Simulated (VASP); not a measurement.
Calculation: rev-vdW-DF2, VASP's PBE PAW potentials (set 64) (plane waves; VASP).

VASP ran on this input.

### POSCAR
```
BN
1.0
  1.2520000000  -2.1685280000   0.0000000000
  1.2520000000   2.1685280000   0.0000000000
  0.0000000000   0.0000000000   6.6600000000
B N
2 2
Cartesian
  1.2520000000   0.7228441124   1.6650000000
  1.2520000000  -0.7228441124   4.9950000000
  1.2520000000  -0.7228441124   1.6650000000
  1.2520000000   0.7228441124   4.9950000000
```

File KPOINTS:
```
Automatic mesh
0
Gamma
9 9 3
0 0 0
```

### INCAR
```
! general
SYSTEM   = BN
PREC     = Accurate
ENCUT    = 520   ! plane-wave cut-off (eV)
LREAL    = F   ! projection in real space or not
LASPH    = T   ! aspherical one-centre terms

! electronic loop
EDIFF    = 1E-6
NELM     = 100
ALGO     = Normal   ! blocked Davidson

! smearing
ISMEAR   = 0
SIGMA    = 0.05   ! width (eV)

! functional
GGA      = MK
LUSE_VDW = T
AGGAC    = 0.0
PARAM1   = 0.1234568
PARAM2   = 0.7114
ZAB_VDW  = -1.8867

! ions
IBRION   = 2
NSW      = 60   ! most ionic steps
ISIF     = 3   ! ions, shape and volume
EDIFFG   = -0.02   ! ionic stop

! output
LWAVE    = F
LCHARG   = F
```

POTCAR, in this order: B N (PBE.64 set). Program: vasp_std.

The run wrote:

**OSZICAR**
```
       N       E                     dE             d eps       ncg     rms          rms(c)
DAV:   1     0.699201581922E+02    0.69920E+02   -0.83366E+03   576   0.122E+03
DAV:   2    -0.310248261847E+02   -0.10094E+03   -0.93073E+02   848   0.269E+02
DAV:   3    -0.355187154961E+02   -0.44939E+01   -0.44628E+01   732   0.604E+01
DAV:   4    -0.355689602917E+02   -0.50245E-01   -0.50208E-01   704   0.674E+00
DAV:   5    -0.355698300303E+02   -0.86974E-03   -0.86932E-03   728   0.845E-01    0.114E+01
DAV:   6    -0.322664582868E+02    0.33034E+01   -0.85847E+00   668   0.240E+01    0.506E+00
DAV:   7    -0.319910266461E+02    0.27543E+00   -0.51999E-01   712   0.624E+00    0.314E+00
DAV:   8    -0.319075253371E+02    0.83501E-01   -0.30770E-01   692   0.420E+00    0.407E-01
DAV:   9    -0.319036881759E+02    0.38372E-02   -0.12129E-02   704   0.998E-01    0.182E-01
DAV:  10    -0.319040037704E+02   -0.31559E-03   -0.79973E-04   696   0.275E-01    0.334E-02
DAV:  11    -0.319040267192E+02   -0.22949E-04   -0.10200E-04   712   0.913E-02    0.200E-02
DAV:  12    -0.319040250115E+02    0.17077E-05   -0.21442E-05   704   0.408E-02    0.259E-03
DAV:  13    -0.319040250942E+02   -0.82722E-07   -0.61975E-07   484   0.793E-03
   1 F= -.31904025E+02 E0= -.31904025E+02  d E =-.319040E+02
       N       E                     dE             d eps       ncg     rms          rms(c)
DAV:   1    -0.319078344758E+02   -0.38095E-02   -0.44037E-01   636   0.674E+00    0.583E-01
DAV:   2    -0.319015005029E+02    0.63340E-02   -0.98737E-03   724   0.968E-01    0.279E-01
DAV:   3    -0.318999051770E+02    0.15953E-02   -0.30659E-03   700   0.432E-01    0.854E-02
DAV:   4    -0.318996847174E+02    0.22046E-03   -0.48873E-04   724   0.190E-01    0.350E-02
DAV:   5    -0.318996581527E+02    0.26565E-04   -0.86008E-05   712   0.823E-02    0.145E-02
DAV:   6    -0.318996568969E+02    0.12558E-05   -0.50070E-06   688   0.237E-02    0.348E-03
DAV:   7    -0.318996569078E+02   -0.10837E-07   -0.24284E-07   368   0.449E-03
   2 F= -.31899657E+02 E0= -.31899657E+02  d E =0.436819E-02
       N       E                     dE             d eps       ncg     rms          rms(c)
DAV:   1    -0.319093168605E+02   -0.96600E-02   -0.18346E-01   632   0.437E+00    0.377E-01
DAV:   2    -0.319067091996E+02    0.26077E-02   -0.40949E-03   712   0.622E-01    0.180E-01
DAV:   3    -0.319060493709E+02    0.65983E-03   -0.12505E-03   700   0.276E-01    0.550E-02
DAV:   4    -0.319059613569E+02    0.88014E-04   -0.19151E-04   728   0.119E-01    0.216E-02
DAV:   5    -0.319059536248E+02    0.77321E-05   -0.31469E-05   720   0.503E-02    0.936E-03
DAV:   6    -0.319059534444E+02    0.18047E-06   -0.17457E-06   420   0.146E-02
   3 F= -.31905953E+02 E0= -.31905953E+02  d E =-.192835E-02
       N       E                     dE             d eps       ncg     rms          rms(c)
DAV:   1    -0.319067980184E+02   -0.84439E-03   -0.17550E-02   580   0.118E+00    0.114E-01
DAV:   2    -0.319063484206E+02    0.44960E-03   -0.72081E-04   652   0.244E-01    0.463E-02
DAV:   3    -0.319062551226E+02    0.93298E-04   -0.19017E-04   704   0.108E-01    0.175E-02
DAV:   4    -0.319062428264E+02    0.12296E-04   -0.27519E-05   732   0.459E-02    0.584E-03
DAV:   5    -0.319062419921E+02    0.83429E-06   -0.45689E-06   676   0.184E-02
   4 F= -.31906242E+02 E0= -.31906242E+02  d E =-.288548E-03
       N       E                     dE             d eps       ncg     rms          rms(c)
DAV:   1    -0.319120043235E+02   -0.57615E-02   -0.15886E-01   588   0.354E+00    0.343E-01
DAV:   2    -0.319079433490E+02    0.40610E-02   -0.65312E-03   648   0.735E-01    0.140E-01
DAV:   3    -0.319070989267E+02    0.84442E-03   -0.17104E-03   688   0.324E-01    0.526E-02
DAV:   4    -0.319069879644E+02    0.11096E-03   -0.24619E-04   728   0.137E-01    0.173E-02
DAV:   5    -0.319069802492E+02    0.77151E-05   -0.39814E-05   696   0.545E-02    0.931E-03
DAV:   6    -0.319069796211E+02    0.62813E-06   -0.26912E-06   584   0.176E-02
   5 F= -.31906980E+02 E0= -.31906980E+02  d E =-.102618E-02
       N       E                     dE             d eps       ncg     rms          rms(c)
DAV:   1    -0.319281244821E+02   -0.21144E-01   -0.64568E-01   588   0.717E+00    0.691E-01
DAV:   2    -0.319117238391E+02    0.16401E-01   -0.26619E-02   640   0.149E+00    0.282E-01
DAV:   3    -0.319083245148E+02    0.33993E-02   -0.68372E-03   688   0.651E-01    0.106E-01
DAV:   4    -0.319078774831E+02    0.44703E-03   -0.97962E-04   736   0.274E-01    0.345E-02
DAV:   5    -0.319078476758E+02    0.29807E-04   -0.15277E-04   664   0.107E-01    0.187E-02
DAV:   6    -0.319078451830E+02    0.24927E-05   -0.10897E-05   696   0.346E-02    0.302E-03
DAV:   7    -0.319078452471E+02   -0.64017E-07   -0.42547E-07   356   0.636E-03
   6 F= -.31907845E+02 E0= -.31907845E+02  d E =-.189180E-02
```

File OUTCAR:
```
------------------------ aborting loop because EDIFF is reached ----------------------------------------
  FORCE on cell =-STRESS in cart. coord.  units (eV):
  Direction    XX          YY          ZZ          XY          YZ          ZX
  --------------------------------------------------------------------------------------
  Total        0.0021392      0.0021392     -0.0395052      0.0000000     -0.0000000      0.0000000
  in kB        0.0960320      0.0960321     -1.7734609      0.0000000     -0.0000000      0.0000000
  external PRESSURE =      -0.5271323 kB  Pullay stress =       0.0000000 kB
  volume of cell :       35.69
      direct lattice vectors                 reciprocal lattice vectors
     1.255450204 -2.174503931 -0.000000000     0.398263506 -0.229937501 -0.000000000
     1.255450204  2.174503931 -0.000000000     0.398263506  0.229937501 -0.000000000
     0.000000000  0.000000000  6.536622258     0.000000000 -0.000000000  0.152984211
  FREE ENERGIE OF THE ION-ELECTRON SYSTEM (eV)
  ---------------------------------------------------
  free  energy   TOTEN  =       -31.9078452471 eV

  energy  without entropy=      -31.9078452471  energy(sigma->0) =      -31.90784525

 reached required accuracy - stopping structural energy minimisation
```
(Selected blocks of OUTCAR.)

File CONTCAR:
```
BN
   1.00000000000000
     1.2554502037560602   -2.1745039314078811   -0.0000000000000000
     1.2554502037560602    2.1745039314078811   -0.0000000000000000
     0.0000000000000000    0.0000000000000000    6.5366222580337014
  B               N
     2     2
Direct
     0.3333330000000032    0.6666669999999968    0.2500000000000000
     0.6666669999999968    0.3333330000000032    0.7500000000000000
     0.6666669999999968    0.3333330000000032    0.2500000000000000
     0.3333330000000032    0.6666669999999968    0.7500000000000000
```

The compound is BN in the hex structure. This run relaxes it. Symmetry was kept, so distortions that lower it aren't found.
